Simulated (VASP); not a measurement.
All values below come from rev-vdW-DF2, VASP's PBE PAW potentials (set 64) (plane waves; VASP).

Input for VASP

File POSCAR:
```
In
1
   -1.6123714793     1.6123714793     2.4939785148
    1.6123714793    -1.6123714793     2.4939785148
    1.6123714793     1.6123714793    -2.4939785148
In
1
Direct
  0.0000000000   0.0000000000   0.0000000000
```

**KPOINTS**
```
Automatic mesh
0
Gamma
16 16 16
0 0 0
```

### INCAR
```
! general
SYSTEM   = In
PREC     = Accurate
ENCUT    = 520
LREAL    = .FALSE.
LASPH    = .TRUE.

! electronic loop
EDIFF    = 1E-7
NELM     = 100
ALGO     = Normal
LMAXMIX  = 4

! smearing
ISMEAR   = 1
SIGMA    = 0.1

! functional
GGA      = MK
LUSE_VDW = .TRUE.
AGGAC    = 0.0
PARAM1   = 0.1234568
PARAM2   = 0.7114
ZAB_VDW  = -1.8867

! ions
IBRION   = 2
NSW      = 30
ISIF     = 4
EDIFFG   = -0.01

! output
LWAVE    = .FALSE.
LCHARG   = .FALSE.
```

POTCAR, in this order: In_d (PBE.64 set). Program: vasp_std.

Unless said otherwise, spin-orbit coupling is left out, though it shifts the bands of the heavy elements here.

### Question
What does the run give for the energy per atom (σ→0), band gap (on the k-mesh)?

### Answer

The energy per atom (σ→0) is 223 meV/atom and the band gap (on the k-mesh) is none (metal, semimetal or under 0.01 eV).

### OSZICAR
```
...
DAV:   1     0.214696873713E+00   -0.84384E-02   -0.30221E-01  7982   0.603E+00    0.482E-01
DAV:   2     0.219730695444E+00    0.50338E-02   -0.68132E-03 10014   0.164E+00    0.318E-01
DAV:   3     0.222817542604E+00    0.30868E-02   -0.37238E-03  8572   0.178E+00    0.746E-02
DAV:   4     0.222777593907E+00   -0.39949E-04   -0.47844E-04  7694   0.254E-01    0.900E-02
DAV:   5     0.222778245223E+00    0.65132E-06   -0.15699E-05  9994   0.548E-02    0.370E-02
DAV:   6     0.222778835747E+00    0.59052E-06   -0.13888E-06  7712   0.214E-02    0.126E-02
DAV:   7     0.222778856123E+00    0.20376E-07   -0.81209E-08  4298   0.650E-03
   3 F= 0.22277886E+00 E0= 0.22277439E+00  d E =-.576639E-03
```

The compound is In in the bct structure. This cell is one point of a volume scan, at 0.97 of the reference volume. Symmetry was kept, so distortions that lower it aren't found.
